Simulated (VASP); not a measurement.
Data:

```yaml
crystal:
  lattice:
    - [3.59660, 0.00000, 0.00000]
    - [-1.79830, 3.11475, 0.00000]
    - [0.00000, 0.00000, 3.10344]
  atoms:
    - { symbol: Ga, position: [0.00000, 0.00000, 0.00000] }
    - { symbol: P, position: [0.66667, 0.33333, 0.50000] }
```

Level of theory: r2SCAN meta-GGA, VASP's PBE PAW potentials (set 64) (plane waves; VASP). Run with 400 eV cut-off, 13×13×13 Γ-centred mesh, tetrahedra with Blöchl corrections, potentials Ga_d P.

**Question.** Predict the energy per atom (σ→0), band gap (over mesh and band path) with the smallest direct gap where there is one.

**Answer.** 
```yaml
band gap (over mesh and band path): none (metal, semimetal or under 0.01 eV)
energy per atom (σ→0): -970.4 kJ/mol of atoms
```

Only differences to runs with the same potentials and settings are physical.

The structure was generated: GaP was put into the WC type (P-6m2), which need not be its known phase. It was relaxed first, which changed the volume by +15 %.
